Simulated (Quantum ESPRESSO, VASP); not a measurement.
VASP ran on this input.

File POSCAR:
```
RbPbF3
1
    4.8617200000     0.0000000000     0.0000000000
    0.0000000000     4.8617200000     0.0000000000
    0.0000000000     0.0000000000     4.8617200000
Rb Pb F
1 1 3
Direct
  0.0000000000   0.0000000000   0.0000000000
  0.5000000000   0.5000000000   0.5000000000
  0.0000000000   0.5000000000   0.5000000000
  0.5000000000   0.0000000000   0.5000000000
  0.5000000000   0.5000000000   0.0000000000
```

**INCAR**
```
ISMEAR = 0
EDIFF = 1E-6   # SCF stop (eV)
SYSTEM = RbPbF3
PREC = Accurate
LASPH = T   # aspherical one-centre terms
EDIFFG = -0.01   # ionic stop
LREAL = F   # projection in real space or not
NSW = 50
GGA = PS   # PBEsol
ALGO = Normal   # blocked Davidson
NELM = 100   # most electronic steps
LMAXMIX = 4   # l cut-off of mixed one-centre charges
IBRION = 2
ENCUT = 400   # plane-wave cut-off (eV)
LCHARG = F
ISIF = 3
SIGMA = 0.01   # width (eV)
LWAVE = F
```

KPOINTS:
```
Automatic mesh
0
Gamma
4 4 4
0 0 0
```

POTCAR, in this order: Rb_sv Pb_d F (PBE.64 set). Program: vasp_std.

**Question.** Translate it to Quantum ESPRESSO.

**Answer.** One input that does it (PBEsol, PseudoDojo standard norm-conserving (PBESOL) pseudopotentials):
```
&CONTROL
  calculation = 'vc-relax'
  prefix = 'RbPbF3'
  outdir = './tmp'
  pseudo_dir = './'
/
&SYSTEM
  ibrav = 1
  A = 4.8617200000
  nat = 5
  ntyp = 3
  ecutwfc = 85
  occupations = 'fixed'
  nbnd = 26
/
&ELECTRONS
  conv_thr = 1.0d-10
  mixing_beta = 0.7
/
&IONS
/
&CELL
/
ATOMIC_SPECIES
Rb    85.4678  Rb.upf
Pb   207.2000  Pb.upf
F     18.9984  F.upf
ATOMIC_POSITIONS {angstrom}
Rb    0.0000000000    0.0000000000    0.0000000000
Pb    2.4308600000    2.4308600000    2.4308600000
F     0.0000000000    2.4308600000    2.4308600000
F     2.4308600000    0.0000000000    2.4308600000
F     2.4308600000    2.4308600000    0.0000000000
K_POINTS {automatic}
4 4 4  0 0 0
```
Both are inputs of real runs that ended normally. What can't carry over is the choice of potentials or basis and its cut-off, and each code's defaults.

Fixed occupations appear in VASP as a very narrow Gaussian smearing.

The structure comes from a computed database's RbPbF3 entry (Pm-3m); how it stands against other phases isn't given here.
